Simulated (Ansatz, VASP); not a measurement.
Two plane-wave programs on Ga2SiS

```
Ga Si S
1.0
     4.09331    0.00000    0.00000
     0.00000    4.09331    0.00000
     0.00000    0.00000    5.34827
Ga Si S
2 1 1
Cartesian
  0.0000 2.0467 1.2294
  2.0467 0.0000 4.1189
  0.0000 0.0000 0.0000
  2.0467 2.0467 2.6741
```

Change from the starting cell: species swapped into the ZnSnSb2 type (P-4m2, No. 115).

Alike in both runs: functional PBE; k mesh 4 × 4 × 4; occupations gaussian, width 0.1 eV; no spin polarisation.

Ansatz relaxed the structure, and its values are those at the end. VASP's run is a single point on that final structure, the one shown.

|  | VASP | Ansatz |
| --- | --- | --- |
| version | VASP 6.6.1 | Ansatz 0.2.0 |
| potentials or method | VASP PAW PBE potentials, release 64 (Ga_d, Si, S) | scalar-relativistic, plane waves, PAW |
| plane-wave cutoff (eV) | 520 | 420 |
| valence electrons in the cell | 36 | 36 |

|  | VASP | Ansatz | Ansatz less VASP |
| --- | --- | --- | --- |
| gap on the k mesh at the Fermi level (eV) | 0.36 | 0.38 | +0.010 |
| least direct gap on the mesh (eV) | 0.44 | 0.45 | +0.014 |
| pressure (GPa) | 0.0 | 0.0 | -0.01 |
| rms of the force components (eV/Å) | 0.007 | 0.000 | -0.0073 |
